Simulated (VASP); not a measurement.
```
CELL_PARAMETERS angstrom
      4.05428     0.00000     0.00000
     -2.02714     3.51111     0.00000
      0.00000     0.00000     4.71076
ATOMIC_POSITIONS crystal
  Hf 0.33333 0.66667 0.93750
  Hf 0.66667 0.33333 0.43750
  B  0.33333 0.66667 0.43750
  B  0.66667 0.33333 0.93750
```

Computed with PBEsol GGA, VASP's PBE PAW potentials (set 64) (plane waves; VASP 6.6.1). Run with 520 eV cut-off, 10×10×7 Γ-centred mesh, tetrahedra with Blöchl corrections, potentials Hf_pv B.

The cores are frozen, which limits the accuracy of field gradients.

Problem. Give the principal components of the electric field gradient (V/Å²) and the asymmetry η at each nucleus.

Solution. 
| atom | Vxx | Vyy | Vzz | η |
|---|---|---|---|---|
| Hf1 | 81.0 | 81.0 | -162.0 | 0.00 |
| Hf2 | 81.0 | 81.0 | -162.0 | 0.00 |
| B3 | -0.5 | -0.5 | 0.9 | 0.00 |
| B4 | -0.5 | -0.5 | 0.9 | 0.00 |

The structure was generated: HfB was put into the wurtzite type (P6_3mc), which need not be its known phase. It was relaxed first, which changed the volume by -37 %. The relaxed cell has space group P6_3/mmc.
